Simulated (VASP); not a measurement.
Input:

```xyz
3
Lattice="-1.8706 1.8706 4.5293 1.8706 -1.8706 4.5293 1.8706 1.8706 -4.5293" Properties=species:S:1:pos:R:3 pbc="T T T"
Ca     0.0000     0.0000     0.0000
Pd     0.0000     1.8706     2.2646
Pd     1.8706     0.0000     2.2646
```

Computed with PBEsol GGA, VASP's PBE PAW potentials (set 64) (plane waves; VASP). Numerical set-up: 400 eV cut-off, 13×13×13 Γ-centred mesh, tetrahedra with Blöchl corrections, potentials Ca_sv Pd.

Estimate the energy per atom (σ→0), band gap (on the k-mesh) with the smallest direct gap where there is one.

```json
{
  "band gap (on the k-mesh)": "none (metal, semimetal or under 0.01 eV)",
  "energy per atom (σ→0)": "-5.006 eV/atom"
}
```

The structure comes from a computed database's CaPd2 entry (I4/mmm); how it stands against other phases isn't given here. It was relaxed first, which changed the volume by -6 %.
